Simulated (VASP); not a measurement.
Level of theory: PBE GGA with spin-orbit coupling, VASP's PBE PAW potentials (set 64) (plane waves; VASP).

VASP ran on this input.

**INCAR**
```
SYSTEM=PtAl2
PREC=Accurate; ENCUT=400; LREAL=.FALSE.
LASPH=.TRUE.
EDIFF=1E-6; NELM=100; ALGO=Normal
LMAXMIX=6
ISMEAR=0; SIGMA=0.05
GGA=PE; GGA_COMPAT=.FALSE.
MAGMOM=0 0 0 0 0 0 0 0 0
LSORBIT=.TRUE.
LWAVE=.FALSE.; LCHARG=.FALSE.
```

**KPOINTS**
```
Automatic mesh
0
Gamma
8 8 8
0 0 0
```

POSCAR:
```
PtAl2
1
    0.0000000000     2.9713969636     2.9713969636
    2.9713969636     0.0000000000     2.9713969636
    2.9713969636     2.9713969636     0.0000000000
Al Pt
2 1
Direct
  0.2500000000   0.2500000000   0.2500000000
  0.7500000000   0.7500000000   0.7500000000
  0.0000000000   0.0000000000   0.0000000000
```

**KPOINTS_OPT**
```
k-points along high-symmetry lines
8
Line-mode
Reciprocal
  0.000000   0.000000   0.000000 ! GAMMA
  0.500000   0.000000   0.500000 ! X

  0.500000   0.000000   0.500000 ! X
  0.625000   0.250000   0.625000 ! U

  0.375000   0.375000   0.750000 ! K
  0.000000   0.000000   0.000000 ! GAMMA

  0.000000   0.000000   0.000000 ! GAMMA
  0.500000   0.500000   0.500000 ! L

  0.500000   0.500000   0.500000 ! L
  0.500000   0.250000   0.750000 ! W

  0.500000   0.250000   0.750000 ! W
  0.500000   0.000000   0.500000 ! X
```

POTCAR, in this order: Al Pt (PBE.64 set). Program: vasp_ncl.

The resulting files:

### OUTCAR
```
 ion  position               nearest neighbor table
   1  0.250  0.250  0.250-   3 2.57   3 2.57   3 2.57   3 2.57   2 2.97   2 2.97   2 2.97   2 2.97
                             2 2.97   2 2.97
   2  0.750  0.750  0.750-   3 2.57   3 2.57   3 2.57   3 2.57   1 2.97   1 2.97   1 2.97   1 2.97
                             1 2.97   1 2.97
   3  0.000  0.000  0.000-   2 2.57   2 2.57   2 2.57   1 2.57   2 2.57   1 2.57   1 2.57   1 2.57
  LATTYP: Found a face centered cubic cell.
 ALAT       =     5.9427939272
 Subroutine PRICEL returns:
 Original cell was already a primitive cell.
 Subroutine GETGRP returns: Found 48 space group operations
The static configuration has the point symmetry O_h .
The dynamic configuration has the point symmetry O_h .
The overall configuration has the point symmetry O_h .
 Subroutine INISYM returns: Found 48 space group operations
 Subroutine IBZKPT returns following result:
 Found     29 irreducible k-points:

 Following reciprocal coordinates:
            Coordinates               Weight
  0.000000  0.000000  0.000000      1.000000
  0.125000  0.000000  0.000000      8.000000
  0.250000  0.000000  0.000000      8.000000
  0.375000  0.000000  0.000000      8.000000
  0.500000  0.000000  0.000000      4.000000
  0.125000  0.125000  0.000000      6.000000
  0.250000  0.125000  0.000000     24.000000
  0.375000  0.125000  0.000000     24.000000
  0.500000  0.125000  0.000000     24.000000
 -0.375000  0.125000  0.000000     24.000000
 -0.250000  0.125000  0.000000     24.000000
 -0.125000  0.125000  0.000000     12.000000
  0.250000  0.250000  0.000000      6.000000
  0.375000  0.250000  0.000000     24.000000
  0.500000  0.250000  0.000000     24.000000
 -0.375000  0.250000  0.000000     24.000000
 -0.250000  0.250000  0.000000     12.000000
  0.375000  0.375000  0.000000      6.000000
  0.500000  0.375000  0.000000     24.000000
 -0.375000  0.375000  0.000000     12.000000
...
```

OSZICAR:
```
       N       E                     dE             d eps       ncg     rms          rms(c)
DAV:   1     0.462408637522E+02    0.46241E+02   -0.57079E+03  1416   0.920E+02
DAV:   2    -0.153053802320E+02   -0.61546E+02   -0.55810E+02  1664   0.182E+02
DAV:   3    -0.171471428893E+02   -0.18418E+01   -0.18112E+01  1832   0.305E+01
DAV:   4    -0.171646685450E+02   -0.17526E-01   -0.17521E-01  1720   0.345E+00
DAV:   5    -0.171649745117E+02   -0.30597E-03   -0.30595E-03  1776   0.473E-01    0.925E+00
DAV:   6    -0.167050238675E+02    0.45995E+00   -0.23642E+00  1672   0.159E+01    0.345E+00
DAV:   7    -0.166237294817E+02    0.81294E-01   -0.20521E-01  1592   0.475E+00    0.243E+00
DAV:   8    -0.165980633976E+02    0.25666E-01   -0.17311E-02  1728   0.119E+00    0.121E+00
DAV:   9    -0.165930481846E+02    0.50152E-02   -0.69981E-03  1544   0.919E-01    0.211E-01
DAV:  10    -0.165932340320E+02   -0.18585E-03   -0.40473E-04  1688   0.178E-01    0.111E-01
DAV:  11    -0.165932984917E+02   -0.64460E-04   -0.12969E-04  1520   0.981E-02    0.164E-02
DAV:  12    -0.165932997389E+02   -0.12472E-05   -0.23532E-06  1808   0.150E-02    0.827E-03
DAV:  13    -0.165933012224E+02   -0.14835E-05   -0.20724E-06  1504   0.120E-02    0.325E-03
DAV:  14    -0.165933014225E+02   -0.20011E-06   -0.77762E-07  1216   0.778E-03
   1 F= -.16593301E+02 E0= -.16592718E+02  d E =-.116688E-02  mag=     0.0000    -0.0000    -0.0000
       N       E                     dE             ncg
       N       E                     dE             ncg
```

OUTCAR:
```
------------------------ aborting loop because EDIFF is reached ----------------------------------------
  FORCE on cell =-STRESS in cart. coord.  units (eV):
  Direction    XX          YY          ZZ          XY          YZ          ZX
  --------------------------------------------------------------------------------------
  Total       -0.0873062     -0.0873062     -0.0873062      0.0000000      0.0000000      0.0000000
  in kB       -2.6658980     -2.6658980     -2.6658980      0.0000000      0.0000000      0.0000000
  external PRESSURE =      -2.6658980 kB  Pullay stress =       0.0000000 kB
  volume of cell :       52.47
      direct lattice vectors                 reciprocal lattice vectors
     0.000000000  2.971396964  2.971396964    -0.168271021  0.168271021  0.168271021
     2.971396964  0.000000000  2.971396964     0.168271021 -0.168271021  0.168271021
     2.971396964  2.971396964  0.000000000     0.168271021  0.168271021 -0.168271021
 POSITION                                       TOTAL-FORCE (eV/Angst)
 -----------------------------------------------------------------------------------
      1.48570      1.48570      1.48570        -0.000000      0.000000      0.000000
      4.45710      4.45710      4.45710         0.000000     -0.000000     -0.000000
      0.00000      0.00000      0.00000         0.000000     -0.000000      0.000000
 -----------------------------------------------------------------------------------
    total drift:                               -0.000000      0.000000      0.000000
  FREE ENERGIE OF THE ION-ELECTRON SYSTEM (eV)
  ---------------------------------------------------
  free  energy   TOTEN  =       -16.5933014225 eV

  energy  without entropy=      -16.5921345460  energy(sigma->0) =      -16.59271798

 Ion:    1  E_soc:     -0.0004213

 Ion:    2  E_soc:     -0.0004213

 Ion:    3  E_soc:     -0.7140029
```
(Selected blocks of OUTCAR.)

The compound is PtAl2 in the fluorite structure. It was relaxed first.
